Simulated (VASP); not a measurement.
## How number of MPI ranks and k-mesh change a VASP run on Te2Mo

How sensitive are energy, pressure and forces of Te2Mo to the number of MPI ranks and k-mesh? The series runs use LDA. The number of MPI ranks tried: 1 ranks; 2 ranks; 4 ranks; 8 ranks. The k-mesh tried: 2 2 1; 3 3 1; 4 4 1; 5 5 1; 6 6 2; 9 9 2; 11 11 3; 13 13 3. The start is a cell from a database of measured crystal structures.

Main program and level: VASP 6.6.1; LDA; plane waves and PAW (Te, Mo_sv).

**1. The structure**

The structure is hexagonal, space group P6_3/mmc (No. 194). Conventional cell: a = 3.518 Å, b = 3.518 Å, c = 13.974 Å, α = 90.00°, β = 90.00°, γ = 120.00°. Nearest to Te lie 3 Mo at 2.72 Å. Mo has 6 Te at 2.72 Å nearest. Farther neighbours and most contacts between anions are not listed.

**2. Number of MPI ranks: 1 ranks**

The same run on more MPI ranks shows how well it scales. LDA, the lowest rung, knows the local density alone.

INCAR reads:

```
SYSTEM = Te2Mo
PREC = Accurate
ENCUT = 400
EDIFF = 1E-06
NELM = 100
ISMEAR = -1
SIGMA = 0.05
LREAL = .FALSE.
ALGO = Normal
GGA = CA
NBANDS = 32
LASPH = .TRUE.
LORBIT = 11
LWAVE = .FALSE.
LCHARG = .FALSE.
ISIF = 2
```

POSCAR reads:

```
Te2Mo
1.0
    3.5182000000      0.0000000000      0.0000000000
   -1.7591000000      3.0468505756      0.0000000000
    0.0000000000      0.0000000000     13.9736000000
Te Mo
4 2
Direct
    0.3333333333      0.6666666667      0.6210000000
    0.6666666667      0.3333333333      0.1210000000
    0.3333333333      0.6666666667      0.8790000000
    0.6666666667      0.3333333333      0.3790000000
    0.3333333333      0.6666666667      0.2500000000
    0.6666666667      0.3333333333      0.7500000000
```

KPOINTS reads:

```
Automatic mesh
0
Gamma
7 7 2
0 0 0
```

Potentials, in the order of the species: Te and Mo_sv (PBE family, release 64).

On the command line:

```bash
$ mpirun -np 1 vasp_std
```

The log of the run:

```text
[banner, memory and clock lines left out]
running    1 mpi-ranks, on    1 nodes
 distrk:  each k-point on    1 cores,    1 groups
 distr:  one band on    1 cores,    1 groups

 POSCAR found type information on POSCAR TeMo
 POSCAR found :  2 types and       6 ions
|                                                                             |
|               ----> ADVICE to this user running VASP <----                  |
|                                                                             |
|     You enforced a specific xc type in the INCAR file but a different       |
|     [... a line on the potential file left out ...]
|     I HOPE YOU KNOW WHAT YOU ARE DOING!                                     |
|                                                                             |

 LDA part: xc-table for (Slater(with rela. corr.)+CA(PZ))
 , standard interpolation
 POSCAR, INCAR and KPOINTS ok, starting setup
 FFT: planning ... GRIDC
 FFT: planning ... GRID_SOFT
 FFT: planning ... GRID
 WAVECAR not read
 entering main loop
       N       E                     dE             d eps       ncg     rms          rms(c)
DAV:   1     0.332990276628E+03    0.33299E+03   -0.24294E+04  1248   0.119E+03
DAV:   2    -0.231271560860E+02   -0.35612E+03   -0.34761E+03  1296   0.307E+02
DAV:   3    -0.425013869525E+02   -0.19374E+02   -0.19136E+02  1272   0.604E+01
DAV:   4    -0.429582605862E+02   -0.45687E+00   -0.45587E+00  1256   0.942E+00
DAV:   5    -0.429711080119E+02   -0.12847E-01   -0.12844E-01  1376   0.156E+00    0.233E+01
DAV:   6    -0.419733871187E+02    0.99772E+00   -0.10159E+01  1128   0.159E+01    0.897E+00
DAV:   7    -0.418227555657E+02    0.15063E+00   -0.87707E+00  1096   0.126E+01    0.662E+00
DAV:   8    -0.413566656379E+02    0.46609E+00   -0.16686E+00  1208   0.605E+00    0.313E+00
DAV:   9    -0.413516763104E+02    0.49893E-02   -0.26001E-01  1344   0.227E+00    0.120E+00
DAV:  10    -0.413442465204E+02    0.74298E-02   -0.46170E-02  1216   0.113E+00    0.297E-01
DAV:  11    -0.413443255576E+02   -0.79037E-04   -0.25716E-03  1280   0.246E-01    0.250E-01
DAV:  12    -0.413442748545E+02    0.50703E-04   -0.23259E-04  1232   0.790E-02    0.156E-01
DAV:  13    -0.413442358929E+02    0.38962E-04   -0.12698E-04  1336   0.586E-02    0.707E-02
DAV:  14    -0.413442344567E+02    0.14361E-05   -0.56326E-06  1104   0.103E-02    0.455E-02
DAV:  15    -0.413442333113E+02    0.11454E-05   -0.17935E-06   840   0.722E-03    0.229E-02
DAV:  16    -0.413442328572E+02    0.45413E-06   -0.14988E-06   792   0.500E-03
   1 F= -.41344233E+02 E0= -.41344217E+02  d E =-.308969E-04
```

Elapsed: 34 s, on 1 MPI rank of Intel Xeon Platinum 8488C (Sapphire Rapids), shared host; peak memory 0.2 GiB.

Lines that name or quote the potential files are left out of all logs, and their timing lines are given in words.

OUTCAR, selected parts (step 2):

```text
ion  position               nearest neighbor table
   1  0.333  0.667  0.621-   6 2.72   6 2.72   6 2.72   3 3.61
   2  0.667  0.333  0.121-   5 2.72   5 2.72   5 2.72   4 3.61
   3  0.333  0.667  0.879-   6 2.72   6 2.72   6 2.72   1 3.61
   4  0.667  0.333  0.379-   5 2.72   5 2.72   5 2.72   2 3.61
   5  0.333  0.667  0.250-   2 2.72   4 2.72   2 2.72   4 2.72   2 2.72   4 2.72
   6  0.667  0.333  0.750-   1 2.72   3 2.72   1 2.72   3 2.72   1 2.72   3 2.72

  LATTYP: Found a hexagonal cell.
 ALAT       =     3.5182000000
 C/A-ratio  =     3.9718037633

 Subroutine GETGRP returns: Found 24 space group operations
 (whereof 12 operations were pure point group operations)

The static configuration has the point symmetry D_3d.
 The point group associated with its full space group is D_6h.

 Found     16 irreducible k-points:

   k-points           NKPTS =     16   k-points in BZ     NKDIM =     16   number of bands    NBANDS=     32

   dimension x,y,z NGX =    24 NGY =   24 NGZ =   96
   dimension x,y,z NGXF=    48 NGYF=   48 NGZF=  192

   ENCUT  =  400.0 eV  29.40 Ry    5.42 a.u.   5.74  5.74 22.79*2*pi/ulx,y,z

   NELECT =      52.0000    total number of electrons

 k-points in reciprocal lattice and weights: Automatic mesh
   0.00000000  0.00000000  0.00000000       0.010
   0.14285714 -0.00000000  0.00000000       0.061
   0.28571429  0.00000000  0.00000000       0.061
   0.42857143  0.00000000  0.00000000       0.061
   0.14285714  0.14285714  0.00000000       0.061
   0.28571429  0.14285714  0.00000000       0.122
   0.42857143  0.14285714  0.00000000       0.061
   0.28571429  0.28571429  0.00000000       0.061
   0.00000000  0.00000000  0.50000000       0.010
[...]
0.42857143  0.14285714  0.50000000       0.061
   0.28571429  0.28571429  0.50000000       0.061

 average (electrostatic) potential at core
       1 -85.9738       2 -85.9738       3 -85.9738       4 -85.9738       5 -73.2445
       6 -73.2445

 E-fermi :   8.2374

 k-point     1 :       0.0000    0.0000    0.0000
  band No.  band energies     occupation
    ...
     22       6.8109      2.00000
     23       6.8462      2.00000
     24       6.8462      2.00000
     25       7.5767      2.00000
     26       7.8830      1.99833
     27      10.7715      0.00000
     28      10.7715      0.00000
     29      10.9027      0.00000
     30      10.9027      0.00000
     31      10.9978      0.00000
    ...

 k-point     2 :       0.1429   -0.0000    0.0000
  band No.  band energies     occupation
    ...
     22       6.5085      2.00000
     23       6.7287      2.00000
     24       6.8655      2.00000
     25       7.5594      2.00000
     26       7.7363      1.99991
     27       9.9138      0.00000
     28      10.0637      0.00000
     29      10.1216      0.00000
     30      10.1769      0.00000
     31      10.4112      0.00000
    ...

 k-point     3 :       0.2857    0.0000    0.0000
  band No.  band energies     occupation
    ...
     22       6.6742      2.00000
     23       6.7834      2.00000
     24       6.8422      2.00000
     25       6.8492      2.00000
     26       6.8852      2.00000
     27       8.9490      0.00000
     28       9.5532      0.00000
     29       9.5951      0.00000
     30       9.8408      0.00000
     31       9.8580      0.00000
    ...

  Total       -2.5420416     -2.5420416     -2.3005495      0.0000000      0.0000000     -0.0000000
  in kB      -27.1902532    -27.1902532    -24.6071984      0.0000000      0.0000000     -0.0000000
  external PRESSURE =     -26.3292349 kB  Pullay stress =       0.0000000 kB

  energy-cutoff  :      400.00
  volume of cell :      149.79
      direct lattice vectors                 reciprocal lattice vectors
     3.518200000  0.000000000  0.000000000     0.284236257  0.164103880  0.000000000
    -1.759100000  3.046850576  0.000000000     0.000000000  0.328207759  0.000000000
     0.000000000  0.000000000 13.973600000     0.000000000  0.000000000  0.071563520

 POSITION                                       TOTAL-FORCE (eV/Angst)
 -----------------------------------------------------------------------------------
     -0.00000      2.03123      8.67761         0.000000     -0.000000      0.200321
      1.75910      1.01562      1.69081         0.000000     -0.000000      0.200321
     -0.00000      2.03123     12.28279         0.000000     -0.000000     -0.200321
      1.75910      1.01562      5.29599         0.000000     -0.000000     -0.200321
     -0.00000      2.03123      3.49340        -0.000000      0.000000      0.000000
      1.75910      1.01562     10.48020        -0.000000      0.000000      0.000000
 -----------------------------------------------------------------------------------
    total drift:                               -0.000000      0.000000     -0.000000

  FREE ENERGIE OF THE ION-ELECTRON SYSTEM (eV)
  ---------------------------------------------------
  free  energy   TOTEN  =       -41.3442328572 eV

  energy  without entropy=      -41.3442019603  energy(sigma->0) =      -41.34421741

 total charge
# of ion       s       p       d       tot
------------------------------------------
    1        1.393   1.974   0.064   3.431
    2        1.393   1.974   0.064   3.431
    3        1.393   1.974   0.064   3.431
    4        1.393   1.974   0.064   3.431
    5        2.259   6.145   4.012  12.415
    6        2.259   6.145   4.012  12.415
--------------------------------------------------
tot         10.090  20.188   8.277  38.556

[... 3 further parts left out ...]
```

The gap is read on the k-mesh alone, so it is an upper bound where the band edges lie off the mesh. Spin-orbit coupling is off here; with elements this heavy it splits and shifts levels by tenths of an eV or more. The PAW data sets were made with PBE, though LDA sets exist; this is a small mismatch.

This step gave:

```
SCF cycles                     : 16
electrons                      : 52
bands                          : 32
irreducible k-points           : 16
symmetry operations            : 24
free energy (TOTEN)            : -41.34 eV
Fermi energy                   : 8.237 eV
pressure                       : -2.633 GPa
metallic                       : no
valence top at k               : 0, 0, 0
conduction bottom at k         : 0.2857, 0.1429, 0
least direct gap at k          : 0.2857, 0.2857, 0
gap on the k-mesh              : 0.8032 eV
least direct gap on the k-mesh : 1.247 eV
```

The series starts at -6.8907 eV an atom and -2.63 GPa, after 16 cycles in 34 s.

**3. Number of MPI ranks: 2 ranks**

INCAR: that of step 2 with these lines changed.

```diff
@@ -15,2 +15,3 @@
 LCHARG = .FALSE.
+KPAR = 2
 ISIF = 2
```

POSCAR is that of step 2.

KPOINTS is that of step 2.

On the command line:

```bash
$ mpirun -np 2 vasp_std
```

The log of the run:

```text
[banner, memory and clock lines left out]
running    2 mpi-ranks, on    1 nodes
[...]
[... a notice as in an earlier step ...]

 LDA part: xc-table for (Slater(with rela. corr.)+CA(PZ))
 , standard interpolation
 POSCAR, INCAR and KPOINTS ok, starting setup
[...]
entering main loop
       N       E                     dE             d eps       ncg     rms          rms(c)
[... 5 cycles as in an earlier step ...]
DAV:   6    -0.419733871188E+02    0.99772E+00   -0.10159E+01  1128   0.159E+01    0.897E+00
DAV:   7    -0.418227555658E+02    0.15063E+00   -0.87707E+00  1096   0.126E+01    0.662E+00
DAV:   8    -0.413566656380E+02    0.46609E+00   -0.16686E+00  1208   0.605E+00    0.313E+00
[... 2 cycles as in an earlier step ...]
DAV:  11    -0.413443255574E+02   -0.79037E-04   -0.25716E-03  1280   0.246E-01    0.250E-01
DAV:  12    -0.413442748546E+02    0.50703E-04   -0.23259E-04  1232   0.790E-02    0.156E-01
[... 1 cycle as in an earlier step ...]
DAV:  14    -0.413442344569E+02    0.14360E-05   -0.56326E-06  1104   0.103E-02    0.455E-02
DAV:  15    -0.413442333112E+02    0.11457E-05   -0.17935E-06   840   0.722E-03    0.229E-02
DAV:  16    -0.413442328572E+02    0.45403E-06   -0.14988E-06   792   0.500E-03
   1 F= -.41344233E+02 E0= -.41344217E+02  d E =-.308969E-04
```

The job ended after 19 s (2 MPI ranks; peak memory 0.39 GiB; 37 s of CPU time).

Parts of OUTCAR (step 3):

```text
  Total       -2.5420416     -2.5420416     -2.3005494      0.0000000      0.0000000      0.0000000
  in kB      -27.1902533    -27.1902533    -24.6071981      0.0000000      0.0000000      0.0000000
  external PRESSURE =     -26.3292349 kB  Pullay stress =       0.0000000 kB

 POSITION                                       TOTAL-FORCE (eV/Angst)
 -----------------------------------------------------------------------------------
     -0.00000      2.03123      8.67761        -0.000000      0.000000      0.200321
      1.75910      1.01562      1.69081        -0.000000      0.000000      0.200321
     -0.00000      2.03123     12.28279        -0.000000      0.000000     -0.200321
      1.75910      1.01562      5.29599        -0.000000      0.000000     -0.200321
     -0.00000      2.03123      3.49340         0.000000     -0.000000      0.000000
      1.75910      1.01562     10.48020         0.000000      0.000000      0.000000
 -----------------------------------------------------------------------------------
    total drift:                               -0.000000      0.000000     -0.000000

[... 4 parts as in an earlier step ...]

[... 1 further part left out ...]
[key lines of the parts left out:]
E-fermi :   8.2374
```

Against the first of the series the energy stays within 0.01 meV an atom and the pressure within 0.01 GPa, after 16 cycles in 19 s.

**4. Number of MPI ranks: 4 ranks**

INCAR: that of step 3 with these lines changed.

```diff
@@ -15,3 +15,3 @@
 LCHARG = .FALSE.
-KPAR = 2
+KPAR = 4
 ISIF = 2
```

POSCAR is that of step 3.

KPOINTS is that of step 3.

On the command line:

```bash
$ mpirun -np 4 vasp_std
```

The log of the run:

```text
[banner, memory and clock lines left out]
running    4 mpi-ranks, on    1 nodes
[...]
[... a notice as in an earlier step ...]

 LDA part: xc-table for (Slater(with rela. corr.)+CA(PZ))
 , standard interpolation
 POSCAR, INCAR and KPOINTS ok, starting setup
[...]
entering main loop
       N       E                     dE             d eps       ncg     rms          rms(c)
[... 7 cycles as in an earlier step ...]
DAV:   8    -0.413566656381E+02    0.46609E+00   -0.16686E+00  1208   0.605E+00    0.313E+00
DAV:   9    -0.413516763103E+02    0.49893E-02   -0.26001E-01  1344   0.227E+00    0.120E+00
[... 2 cycles as in an earlier step ...]
DAV:  12    -0.413442748544E+02    0.50703E-04   -0.23259E-04  1232   0.790E-02    0.156E-01
DAV:  13    -0.413442358930E+02    0.38961E-04   -0.12698E-04  1336   0.586E-02    0.707E-02
DAV:  14    -0.413442344568E+02    0.14361E-05   -0.56326E-06  1104   0.103E-02    0.455E-02
DAV:  15    -0.413442333112E+02    0.11456E-05   -0.17935E-06   840   0.722E-03    0.229E-02
DAV:  16    -0.413442328572E+02    0.45398E-06   -0.14988E-06   792   0.500E-03
   1 F= -.41344233E+02 E0= -.41344217E+02  d E =-.308969E-04
```

It took 12 s on 4 MPI ranks; peak memory 0.8 GiB; 44 s of CPU time.

Parts of OUTCAR (step 4):

```text
  Total       -2.5420416     -2.5420416     -2.3005495      0.0000000      0.0000000      0.0000000
  in kB      -27.1902532    -27.1902532    -24.6071984      0.0000000      0.0000000      0.0000000
  external PRESSURE =     -26.3292349 kB  Pullay stress =       0.0000000 kB

 POSITION                                       TOTAL-FORCE (eV/Angst)
 -----------------------------------------------------------------------------------
     -0.00000      2.03123      8.67761        -0.000000     -0.000000      0.200321
      1.75910      1.01562      1.69081        -0.000000      0.000000      0.200321
     -0.00000      2.03123     12.28279        -0.000000      0.000000     -0.200321
      1.75910      1.01562      5.29599        -0.000000      0.000000     -0.200321
     -0.00000      2.03123      3.49340         0.000000      0.000000     -0.000000
      1.75910      1.01562     10.48020         0.000000     -0.000000     -0.000000
 -----------------------------------------------------------------------------------
    total drift:                               -0.000000      0.000000     -0.000000

  energy  without entropy=      -41.3442019604  energy(sigma->0) =      -41.34421741

[... 3 parts as in an earlier step ...]

[... 1 further part left out ...]
[key lines of the parts left out:]
E-fermi :   8.2374
```

Against the first of the series the energy stays within 0.01 meV an atom and the pressure within 0.01 GPa, after 16 cycles in 12 s.

**5. Number of MPI ranks: 8 ranks**

INCAR: that of step 4 with these lines changed.

```diff
@@ -15,3 +15,3 @@
 LCHARG = .FALSE.
-KPAR = 4
+KPAR = 8
 ISIF = 2
```

POSCAR is that of step 4.

KPOINTS is that of step 4.

On the command line:

```bash
$ mpirun -np 8 vasp_std
```

The log of the run:

```text
[banner, memory and clock lines left out]
running    8 mpi-ranks, on    1 nodes
[...]
|                                                                             |
|           W    W    AA    RRRRR   N    N  II  N    N   GGGG   !!!           |
|           W    W   A  A   R    R  NN   N  II  NN   N  G    G  !!!           |
|           W    W  A    A  R    R  N N  N  II  N N  N  G       !!!           |
|           W WW W  AAAAAA  RRRRR   N  N N  II  N  N N  G  GGG   !            |
|           WW  WW  A    A  R   R   N   NN  II  N   NN  G    G                |
|           W    W  A    A  R    R  N    N  II  N    N   GGGG   !!!           |
|                                                                             |
|     For optimal performance we recommend to set                             |
|       NCORE = 2 up to number-of-cores-per-socket                            |
|     NCORE specifies how many cores store one orbital (NPAR=cpu/NCORE).      |
|     This setting can greatly improve the performance of VASP for DFT.       |
|     The default, NCORE=1 might be grossly inefficient on modern             |
|     multi-core architectures or massively parallel machines. Do your        |
|     Unfortunately you need to use the default for GW and RPA                |
|     calculations (for HF NCORE is supported but not extensively tested      |
|     yet).                                                                   |
|                                                                             |

 [... a notice as in an earlier step ...]

 LDA part: xc-table for (Slater(with rela. corr.)+CA(PZ))
 , standard interpolation
 POSCAR, INCAR and KPOINTS ok, starting setup
[...]
entering main loop
       N       E                     dE             d eps       ncg     rms          rms(c)
[... 9 cycles as in an earlier step ...]
DAV:  10    -0.413442465205E+02    0.74298E-02   -0.46170E-02  1216   0.113E+00    0.297E-01
[... 2 cycles as in an earlier step ...]
DAV:  13    -0.413442358930E+02    0.38962E-04   -0.12698E-04  1336   0.586E-02    0.707E-02
DAV:  14    -0.413442344569E+02    0.14361E-05   -0.56326E-06  1104   0.103E-02    0.455E-02
DAV:  15    -0.413442333113E+02    0.11456E-05   -0.17935E-06   840   0.722E-03    0.229E-02
DAV:  16    -0.413442328572E+02    0.45412E-06   -0.14988E-06   792   0.500E-03
   1 F= -.41344233E+02 E0= -.41344217E+02  d E =-.308969E-04
```

Wall time 8.8 s (8 MPI ranks); peak memory 1.8 GiB; 58 s of CPU time.

OUTCAR, selected parts (step 5):

```text
  Total       -2.5420416     -2.5420416     -2.3005495      0.0000000     -0.0000000      0.0000000
  in kB      -27.1902531    -27.1902531    -24.6071982      0.0000000     -0.0000000      0.0000000
  external PRESSURE =     -26.3292348 kB  Pullay stress =       0.0000000 kB

 POSITION                                       TOTAL-FORCE (eV/Angst)
 -----------------------------------------------------------------------------------
     -0.00000      2.03123      8.67761         0.000000     -0.000000      0.200321
      1.75910      1.01562      1.69081        -0.000000      0.000000      0.200321
     -0.00000      2.03123     12.28279         0.000000     -0.000000     -0.200321
      1.75910      1.01562      5.29599        -0.000000     -0.000000     -0.200321
     -0.00000      2.03123      3.49340        -0.000000      0.000000      0.000000
      1.75910      1.01562     10.48020         0.000000     -0.000000      0.000000
 -----------------------------------------------------------------------------------
    total drift:                               -0.000000      0.000000     -0.000000

[... 4 parts as in an earlier step ...]

[... 1 further part left out ...]
[key lines of the parts left out:]
E-fermi :   8.2374
```

Against the first of the series the energy stays within 0.01 meV an atom and the pressure within 0.01 GPa, after 16 cycles in 8.8 s.

[end of part 1 of 3]

[Lines on the potential files, build, host, timing and source positions are cut from VASP's logs without a mark.]

[Logs are printed without paths, hosts, clocks, repeated set-up lines and the standing remarks that a program may print on its own settings, such as how far it seeks lower states.]

[Hosts, paths, dates, database ids (printed as entryN), source tags and the programs' standing remarks are cut or masked in the printed files.]

[A measured line is paired with the nearest computed mode of its activity, which favours agreement.]
